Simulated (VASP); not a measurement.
# BAs: structure and properties in VASP, part 2 of 3

How well does r2SCAN + rVV10 reproduce what experiment finds for BAs? The cell is relaxed first, and properties follow on it. The start is a cell from a database of measured crystal structures.

VASP 6.6.1, plane waves and PAW; the level of theory is named at each step.

So far, least gap on mesh and path (eV): step 4 (bands along the symmetry lines (r2SCAN + rVV10)) 1.33. The relaxed cell has a = 4.780 Å (conventional setting).

**8. Response to an electric field (r2SCAN + rVV10)**

The response to a static field gives the electronic dielectric tensor and the Born charges. It needs tightly converged orbitals, hence the small EDIFF.

INCAR reads:

```
SYSTEM = BAs
PREC = Accurate
ENCUT = 420
EDIFF = 1E-07
NELM = 100
ISMEAR = 0
SIGMA = 0.01
LREAL = .FALSE.
ALGO = Normal
METAGGA = R2SCAN
LUSE_VDW = .TRUE.
IVDW_NL = 2
BPARAM = 11.95
CPARAM = 0.0093
LASPH = .TRUE.
NBANDS = 10
LORBIT = 11
LWAVE = .FALSE.
LCHARG = .FALSE.
LCALCEPS = .TRUE.
LPEAD = .TRUE.
```

POSCAR reads:

```
BAs
1.0
    0.0000000000      2.3898420644      2.3898420644
    2.3898420644      0.0000000000      2.3898420644
    2.3898420644      2.3898420644      0.0000000000
B As
1 1
Direct
    0.0000000000      0.0000000000      0.0000000000
    0.2500000000      0.2500000000      0.2500000000
```

KPOINTS reads:

```
Automatic mesh
0
Gamma
6 6 6
0 0 0
```

Potentials, in the order of the species: B and As (PBE family, release 64).

Run with:

```sh
$ mpirun -np 2 vasp_std
```

Run time: 2.3 min. Hardware: 2 MPI ranks of Intel Xeon 6975P-C (Granite Rapids), shared host; peak memory 0.41 GiB.

Energies printed during the response cycles are not total energies of the cell. The log warns that the applied field is near the limit of Zener tunnelling for this mesh, so the response is less certain.

This step gave:

```
irreducible k-points : 16
```

Electronic dielectric tensor with local fields:

```
9.08 0.00 0.00
0.00 9.08 0.00
0.00 0.00 9.08
```

Born effective charge (e), principal values of the symmetric part by kind of site:

| atom | atoms with these values | low | middle | high | mean |
| --- | --- | --- | --- | --- | --- |
| B1 | 1 | -0.4060 | -0.4060 | -0.4060 | -0.4060 |
| As2 | 1 | 0.4060 | 0.4060 | 0.4060 | 0.4060 |

In full for B1:

```
-0.4060  0.0000  0.0000
 0.0000 -0.4060  0.0000
 0.0000  0.0000 -0.4060
```

Piezoelectric tensor with clamped ions (C/m²), by row:

| field | xx | yy | zz | xy | yz | zx |
| --- | --- | --- | --- | --- | --- | --- |
| x | 0 | 0 | 0 | 0 | 0.00616 | 0 |
| y | 0 | 0 | 0 | 0 | 0 | 0.00616 |
| z | 0 | 0 | 0 | 0.00616 | 0 | 0 |

The Born charges sum to zero; the printed set may have that rule imposed, so this is no test. Born charges and mode vectors give each infrared mode its dipole; summed over the modes, dipole squared over frequency squared adds 0.0637 to the electronic 9.08, for a mean static constant of 9.15. With one infrared mode the Lyddane-Sachs-Teller relation, LO/TO = (ε0/ε∞)^½, puts the longitudinal line at 705 cm⁻¹. No Born charge exceeds 0.41 e in any direction, so infrared lines are weak.

**9. Independent-particle dielectric function (r2SCAN + rVV10)**

LOPTICS sums transitions from filled to empty bands. The mesh is finer than in the run before. NBANDS is raised for it.

INCAR reads:

```
SYSTEM = BAs
PREC = Accurate
ENCUT = 420
EDIFF = 1E-06
NELM = 100
ISMEAR = 0
SIGMA = 0.05
LREAL = .FALSE.
ALGO = Normal
METAGGA = R2SCAN
LUSE_VDW = .TRUE.
IVDW_NL = 2
BPARAM = 11.95
CPARAM = 0.0093
LASPH = .TRUE.
NBANDS = 20
LORBIT = 11
LWAVE = .FALSE.
LCHARG = .FALSE.
KPAR = 2
LOPTICS = .TRUE.
NEDOS = 1500
CSHIFT = 0.1
```

POSCAR is that of step 8.

KPOINTS reads:

```
Automatic mesh
0
Gamma
10 10 10
0 0 0
```

Run with:

```sh
$ mpirun -np 2 vasp_std
```

Run time: 22 s. Hardware: 2 MPI ranks; peak memory 0.44 GiB.

These are independent-particle spectra without excitons or local fields, and fine structure depends on the mesh and on CSHIFT.

Numbers from this step:

* SCF cycles: 12
* bands: 20
* irreducible k-points: 47
* Fermi energy: 6.219 eV
* pressure: 0.004393 GPa

The imaginary dielectric function, xx has structure finer than the step of the table below, so its rows give means over 1 eV, whole bins alone (the curve runs from 0 to 25.0 eV). Peaks (eV: height): 4.8: 15.8, 5.9: 43.8, 7.4: 23.0.

Imaginary dielectric function, xx against photon energy; means over each step:

| photon energy (eV) | imaginary dielectric function, xx |
| --- | --- |
| 1 | 0.0566 |
| 2 | 0.152 |
| 3 | 0.758 |
| 4 | 6.48 |
| 5 | 13.2 |
| 6 | 22.7 |
| 7 | 15.5 |
| 8 | 9.26 |
| 9 | 2.93 |
| 10 | 2.66 |
| 11 | 2.64 |
| 12 | 1.41 |
| 13 | 1.28 |
| 14 | 1.01 |
| 15 | 0.834 |
| 16 | 0.662 |
| 17 | 0.521 |
| 18 | 0.411 |
| 19 | 0.380 |
| 20 | 0.369 |
| 21 | 0.240 |
| 22 | 0.231 |
| 23 | 0.119 |
| 24 | 0.124 |

Real dielectric function, xx against photon energy:

| photon energy (eV) | real dielectric function, xx |
| --- | --- |
| 0.0 | 9.41 |
| 0.5 | 9.47 |
| 1.0 | 9.68 |
| 1.5 | 10.0 |
| 2.0 | 10.6 |
| 2.5 | 11.5 |
| 3.0 | 13.2 |
| 3.5 | 15.0 |
| 4.0 | 17.9 |
| 4.5 | 15.5 |
| 5.0 | 11.5 |
| 5.5 | 20.4 |
| 6.0 | -14.6 |
| 6.5 | 1.83 |
| 7.0 | -2.84 |
| 7.5 | -10.7 |
| 8.0 | -8.01 |
| 8.5 | -8.71 |
| 9.0 | -4.97 |
| 9.5 | -3.95 |
| 10.0 | -2.55 |
| 10.5 | -2.81 |
| 11.0 | -2.77 |
| 11.5 | -2.89 |
| 12.0 | -2.52 |
| 12.5 | -1.58 |
| 13.0 | -1.36 |
| 13.5 | -1.42 |
| 14.0 | -1.45 |
| 14.5 | -1.25 |
| 15.0 | -1.15 |
| 15.5 | -1.03 |
| 16.0 | -0.669 |
| 16.5 | -0.799 |
| 17.0 | -0.789 |
| 17.5 | -0.503 |
| 18.0 | -0.397 |
| 18.5 | -0.287 |
| 19.0 | -0.416 |
| 19.5 | -0.141 |
| 20.0 | -0.234 |
| 20.5 | -0.189 |
| 21.0 | -0.127 |
| 21.5 | 4.4e-4 |
| 22.0 | -0.0755 |
| 22.5 | 0.00353 |
| 23.0 | 0.0653 |
| 23.5 | 0.164 |
| 24.0 | 0.181 |
| 24.5 | 0.196 |

Its static limit, 9.41, stands beside 9.08 from the response with local fields; local fields, the finite band count and the meshes make the difference. The mean of ε2 over directions passes 5 % of its top at 3.74 eV, against a least direct gap of 3.44 eV on this mesh, so the first direct transitions are weak, forbidden or few. The indirect gap (1.33 eV in the band run) doesn't show, since phonons are left out.

**10. Band structure (r2SCAN + rVV10 + SOC)**

This step: r2SCAN with rVV10, spin-orbit coupling; plane waves and PAW (B, As) (VASP 6.6.1).

The mesh alone shows little of the dispersion and can miss band extrema, so KPOINTS_OPT adds a path through the symmetry points after the self-consistent cycle. Spin-orbit coupling needs spinors and the noncollinear program, where each band holds one electron.

INCAR: that of step 9 with these lines changed.

```diff
@@ -15,3 +15,7 @@
 LASPH = .TRUE.
+LNONCOLLINEAR = .TRUE.
+MAGMOM = 0 0 0 0 0 0
 NBANDS = 20
+GGA_COMPAT = .FALSE.
+LSORBIT = .TRUE.
 LORBIT = 11
@@ -20,4 +24 @@
 KPAR = 2
-LOPTICS = .TRUE.
-NEDOS = 1500
-CSHIFT = 0.1
```

POSCAR is that of step 9.

KPOINTS reads:

```
Automatic mesh
0
Gamma
6 6 6
0 0 0
```

KPOINTS_OPT reads:

```
Line mode
16
Line-mode
Reciprocal
  0.00000000   0.00000000   0.00000000 GAMMA
  0.50000000   0.00000000   0.50000000 X

  0.50000000   0.00000000   0.50000000 X
  0.50000000   0.25000000   0.75000000 W

  0.50000000   0.25000000   0.75000000 W
  0.37500000   0.37500000   0.75000000 K

  0.37500000   0.37500000   0.75000000 K
  0.00000000   0.00000000   0.00000000 GAMMA

  0.00000000   0.00000000   0.00000000 GAMMA
  0.50000000   0.50000000   0.50000000 L

  0.50000000   0.50000000   0.50000000 L
  0.62500000   0.25000000   0.62500000 U

  0.62500000   0.25000000   0.62500000 U
  0.50000000   0.25000000   0.75000000 W

  0.50000000   0.25000000   0.75000000 W
  0.50000000   0.50000000   0.50000000 L

  0.50000000   0.50000000   0.50000000 L
  0.37500000   0.37500000   0.75000000 K

  0.62500000   0.25000000   0.62500000 U
  0.50000000   0.00000000   0.50000000 X
```

Run with:

```sh
$ mpirun -np 2 vasp_ncl
```

Run time: 82 s. Hardware: 2 MPI ranks; peak memory 0.58 GiB; 2.7 min of CPU time.

Numbers from this step:

```
irreducible k-points              : 22
free energy (TOTEN)               : -22.13 eV
Fermi energy                      : 6.293 eV
pressure                          : 0.05162 GPa
least gap on mesh and path        : 1.266 eV
least direct gap on mesh and path : 3.234 eV
conduction bottom at k            : 0.4, 0, 0.4
```

On-site spin-orbit energy by atom:

| atom | on-site spin-orbit energy (eV) |
| --- | --- |
| B1 | 0.0000 |
| As2 | -0.0204 |

The electronic bands at the labelled points (eV, zero at the valence-band top; v1 is the highest filled band, c1 the lowest empty one):

| point | v4 | v3 | v2 | v1 | c1 | c2 | c3 | c4 |
| --- | --- | --- | --- | --- | --- | --- | --- | --- |
| Γ | 0.00 | 0.00 | 0.00 | 0.00 | 3.23 | 3.23 | 3.44 | 3.44 |
| 0.47 of the way | -2.80 | -2.80 | -2.67 | -2.67 | 1.86 | 1.86 | 5.09 | 5.09 |
| X | -4.44 | -4.44 | -4.31 | -4.31 | 1.51 | 1.51 | 1.58 | 1.58 |
| 0.47 of the way | -5.13 | -5.03 | -4.93 | -4.92 | 2.83 | 2.88 | 3.01 | 3.02 |
| W | -5.89 | -5.75 | -5.51 | -5.50 | 5.58 | 5.58 | 6.38 | 6.38 |
| 0.47 of the way | -6.17 | -6.07 | -4.71 | -4.65 | 3.69 | 3.73 | 5.98 | 6.01 |
| K | -6.34 | -6.25 | -3.76 | -3.75 | 2.17 | 2.18 | 5.85 | 5.89 |
| 0.47 of the way | -4.40 | -4.30 | -1.45 | -1.44 | 4.16 | 4.18 | 5.32 | 5.33 |
| Γ | 0.00 | 0.00 | 0.00 | 0.00 | 3.23 | 3.23 | 3.44 | 3.44 |
| 0.47 of the way | -1.27 | -1.27 | -1.13 | -1.13 | 3.31 | 3.31 | 4.69 | 4.69 |
| L | -2.08 | -2.08 | -1.93 | -1.93 | 2.88 | 2.88 | 4.93 | 4.93 |
| 0.47 of the way | -4.33 | -4.28 | -2.71 | -2.71 | 3.29 | 3.30 | 5.98 | 6.00 |
| U | -6.34 | -6.25 | -3.76 | -3.75 | 2.17 | 2.18 | 5.85 | 5.89 |
| 0.47 of the way | -6.21 | -6.11 | -4.53 | -4.48 | 3.38 | 3.41 | 5.95 | 5.98 |
| W | -5.89 | -5.75 | -5.51 | -5.50 | 5.58 | 5.58 | 6.38 | 6.38 |
| 0.47 of the way | -5.12 | -5.04 | -3.50 | -3.43 | 4.29 | 4.30 | 5.00 | 5.10 |
| L | -2.08 | -2.08 | -1.93 | -1.93 | 2.88 | 2.88 | 4.93 | 4.93 |
| 0.53 of the way | -4.77 | -4.72 | -2.87 | -2.87 | 3.13 | 3.14 | 6.46 | 6.48 |
| K | -6.34 | -6.25 | -3.76 | -3.75 | 2.17 | 2.18 | 5.85 | 5.89 |
| jump to U | -6.34 | -6.25 | -3.76 | -3.75 | 2.17 | 2.18 | 5.85 | 5.89 |
| 0.53 of the way | -5.18 | -5.12 | -4.24 | -4.23 | 1.68 | 1.69 | 2.79 | 2.82 |
| X | -4.44 | -4.44 | -4.31 | -4.31 | 1.51 | 1.51 | 1.58 | 1.58 |

Of the projections kept (B, As), the largest for each band there; the rest of the weight can lie on other orbitals:

| point | v4 | v3 | v2 | v1 | c1 | c2 | c3 | c4 |
| --- | --- | --- | --- | --- | --- | --- | --- | --- |
| Γ | As 0.52 | As 0.52 | As 0.52 | As 0.52 | As 0.63 | As 0.63 | As 0.69 | As 0.69 |
| X | As 0.58 | As 0.58 | As 0.57 | As 0.57 | As 0.52 | As 0.52 | As 0.63 | As 0.63 |
| W | As 0.66 | As 0.65 | As 0.55 | As 0.55 | B 0.68 | B 0.68 | B 0.66 | B 0.66 |
| K | As 0.61 | As 0.61 | As 0.58 | As 0.58 | As 0.56 | As 0.56 | B 0.53 | B 0.54 |
| Γ | As 0.52 | As 0.52 | As 0.52 | As 0.52 | As 0.63 | As 0.63 | As 0.69 | As 0.69 |
| L | As 0.57 | As 0.57 | As 0.55 | As 0.55 | B 0.50 | B 0.50 | As 0.64 | As 0.64 |

The gap moves by -0.07 eV against r2SCAN with rVV10, which ran on another mesh.

On this path the gap is indirect, 1.27 eV, with the valence top at Γ and the conduction bottom between Γ and X. The least direct gap is 3.23 eV.

**11. A semilocal run for the hybrid's start**

This step: r2SCAN; plane waves and PAW (B, As) (VASP 6.6.1).

A hybrid converges badly from random orbitals, so a cheap semilocal run writes a WAVECAR on the same mesh first.

INCAR reads:

```
SYSTEM = BAs
PREC = Accurate
ENCUT = 420
EDIFF = 1E-05
NELM = 100
ISMEAR = 0
SIGMA = 0.05
LREAL = .FALSE.
ALGO = Normal
METAGGA = R2SCAN
LASPH = .TRUE.
NBANDS = 10
LORBIT = 11
LWAVE = .TRUE.
LCHARG = .FALSE.
KPAR = 2
```

POSCAR is that of step 10.

KPOINTS reads:

```
Automatic mesh
0
Gamma
5 5 5
0 0 0
```

Run with:

```sh
$ mpirun -np 2 vasp_std
```

It took 4.2 s on 2 MPI ranks; peak memory 0.25 GiB.

A gap read on the k-mesh alone can miss the band edges.

This step gave:

```
SCF cycles                     : 11
bands                          : 10
irreducible k-points           : 10
free energy (TOTEN)            : -22.20 eV
Fermi energy                   : 6.302 eV
pressure                       : 0.8045 GPa
conduction bottom at k         : 0.4, 0.4, 0
gap on the k-mesh              : 1.366 eV
least direct gap on the k-mesh : 3.439 eV
```

**12. Bands along the symmetry lines (HSE06)**

This step: HSE06; plane waves and PAW (B, As) (VASP 6.6.1).

HSE06 mixes in a quarter of exact exchange at short range, at far higher cost; in semiconductors this cures much of the gap error, while metals seldom gain.

INCAR reads:

```
SYSTEM = BAs
PREC = Accurate
ENCUT = 420
EDIFF = 1E-06
NELM = 100
ISMEAR = 0
SIGMA = 0.05
LREAL = .FALSE.
ALGO = Normal
LHFCALC = .TRUE.
AEXX = 0.25
GGA = PE
HFSCREEN = 0.2
LASPH = .TRUE.
NBANDS = 10
PRECFOCK = Fast
LORBIT = 11
LWAVE = .FALSE.
LCHARG = .FALSE.
KPAR = 2
```

POSCAR is that of step 11.

KPOINTS is that of step 11.

KPOINTS_OPT: that of step 10 with these lines changed.

```diff
@@ -1,3 +1,3 @@
 Line mode
-16
+6
 Line-mode
```

The WAVECAR or CHGCAR of an earlier step is read.

Run with:

```sh
$ mpirun -np 2 vasp_std
```

Run time: 55 s. Hardware: 2 MPI ranks; peak memory 0.46 GiB; 1.8 min of CPU time.

The k-mesh is coarse for exact exchange; levels may shift by about 0.1 eV on a finer one.

This step gave:

```
SCF cycles                        : 8
free energy (TOTEN)               : -13.24 eV
Fermi energy                      : 5.993 eV
least gap on mesh and path        : 1.867 eV
least direct gap on mesh and path : 4.137 eV
conduction bottom at k            : 0.4, 0, 0.4
```

Electronic bands along the path, in eV, zero at the valence-band top; v1 is the highest filled band, c1 the lowest empty one:

| point | v3 | v2 | v1 | c1 | c2 | c3 | c4 |
| --- | --- | --- | --- | --- | --- | --- | --- |
| Γ | 0.00 | 0.00 | 0.00 | 4.14 | 4.14 | 4.14 | 5.89 |
| 0.40 of the way | -3.24 | -2.29 | -2.29 | 2.75 | 6.36 | 7.42 | 7.42 |
| X | -9.47 | -4.46 | -4.46 | 2.11 | 2.18 | 12.95 | 12.95 |
| 0.40 of the way | -9.33 | -5.01 | -4.92 | 3.15 | 3.29 | 11.67 | 12.01 |
| W | -8.98 | -5.95 | -5.64 | 6.20 | 7.18 | 7.70 | 8.17 |
| 0.40 of the way | -8.99 | -6.23 | -4.94 | 4.69 | 6.72 | 8.89 | 9.32 |
| K | -9.05 | -6.47 | -3.80 | 2.79 | 6.57 | 10.59 | 11.15 |
| 0.40 of the way | -6.69 | -4.99 | -1.76 | 4.70 | 6.67 | 7.52 | 8.33 |
| Γ | 0.00 | 0.00 | 0.00 | 4.14 | 4.14 | 4.14 | 5.89 |
| 0.40 of the way | -4.07 | -0.93 | -0.93 | 4.13 | 5.33 | 5.33 | 8.44 |
| L | -9.68 | -1.99 | -1.99 | 3.58 | 5.72 | 5.72 | 10.04 |
| 0.40 of the way | -9.40 | -3.88 | -2.55 | 4.11 | 6.27 | 6.95 | 10.47 |
| U | -9.05 | -6.47 | -3.80 | 2.79 | 6.57 | 10.59 | 11.15 |
| 0.40 of the way | -9.02 | -6.36 | -4.41 | 3.73 | 6.64 | 9.57 | 10.15 |
| W | -8.98 | -5.95 | -5.64 | 6.20 | 7.18 | 7.70 | 8.17 |
| 0.40 of the way | -8.99 | -5.57 | -3.83 | 5.09 | 5.98 | 8.98 | 10.46 |
| L | -9.68 | -1.99 | -1.99 | 3.58 | 5.72 | 5.72 | 10.04 |
| 0.40 of the way | -9.40 | -3.88 | -2.55 | 4.11 | 6.27 | 6.95 | 10.47 |
| K | -9.05 | -6.47 | -3.80 | 2.79 | 6.57 | 10.59 | 11.15 |
| jump to U | -9.05 | -6.47 | -3.80 | 2.79 | 6.57 | 10.59 | 11.15 |
| 0.60 of the way | -9.40 | -5.07 | -4.35 | 2.25 | 3.12 | 12.45 | 12.53 |
| X | -9.47 | -4.46 | -4.46 | 2.11 | 2.18 | 12.95 | 12.95 |

Of the projections kept (B, As), the largest for each band there; the rest of the weight can lie on other orbitals:

| point | v3 | v2 | v1 | c1 | c2 | c3 | c4 |
| --- | --- | --- | --- | --- | --- | --- | --- |
| Γ | As 0.54 | As 0.54 | As 0.54 | As 0.67 | As 0.67 | As 0.67 | B 0.56 |
| X | B 0.59 | As 0.58 | As 0.58 | As 0.51 | As 0.64 | B 0.54 | B 0.54 |
| W | B 0.63 | As 0.65 | As 0.55 | B 0.68 | B 0.65 | As 1.00 | As 0.65 |
| K | B 0.59 | As 0.61 | As 0.58 | As 0.57 | B 0.53 | As 0.52 | As 0.51 |
| Γ | As 0.54 | As 0.54 | As 0.54 | As 0.67 | As 0.67 | As 0.67 | B 0.56 |
| L | As 0.52 | As 0.56 | As 0.56 | As 0.51 | As 0.66 | As 0.66 | B 0.74 |

The gap moves by +0.53 eV against r2SCAN with rVV10, which ran on another mesh.

**13. Band structure (TB-mBJ)**

This step: TB-mBJ; plane waves and PAW (B, As) (VASP 6.6.1).

The mesh alone shows little of the dispersion and can miss band extrema, so KPOINTS_OPT adds a path through the symmetry points after the self-consistent cycle. TB-mBJ is a local potential fitted to gaps: it costs far less than a hybrid but gives no energy.

INCAR reads:

```
SYSTEM = BAs
PREC = Accurate
ENCUT = 420
EDIFF = 1E-06
NELM = 150
ISMEAR = 0
SIGMA = 0.05
LREAL = .FALSE.
ALGO = Normal
METAGGA = MBJ
LASPH = .TRUE.
NBANDS = 16
LORBIT = 11
LWAVE = .FALSE.
LCHARG = .FALSE.
KPAR = 2
```

POSCAR is that of step 12.

KPOINTS reads:

```
Automatic mesh
0
Gamma
7 7 7
0 0 0
```

KPOINTS_OPT: that of step 12 with these lines changed.

```diff
@@ -1,3 +1,3 @@
 Line mode
-6
+16
 Line-mode
```

Run with:

```sh
$ mpirun -np 2 vasp_std
```

The job ended after 12 s (2 MPI ranks; peak memory 0.27 GiB; 22 s of CPU time).

This functional is a potential without an energy, so its energies, forces and stress mean nothing and are not read.

Numbers from this step:

- SCF cycles: 29
- bands: 16
- irreducible k-points: 20
- Fermi energy: 6.216 eV
- least gap on mesh and path: 1.759 eV
- least direct gap on mesh and path: 3.792 eV

[end of part 2 of 3]

[Lines on the potential files, build, host, timing and source positions are cut from VASP's logs without a mark.]

[Logs are printed without paths, hosts, clocks, repeated set-up lines and the standing remarks that a program may print on its own settings, such as how far it seeks lower states.]

[Hosts, paths, dates, database ids (printed as entryN), source tags and the programs' standing remarks are cut or masked in the printed files.]

[A measured line is paired with the nearest computed mode of its activity, which favours agreement.]
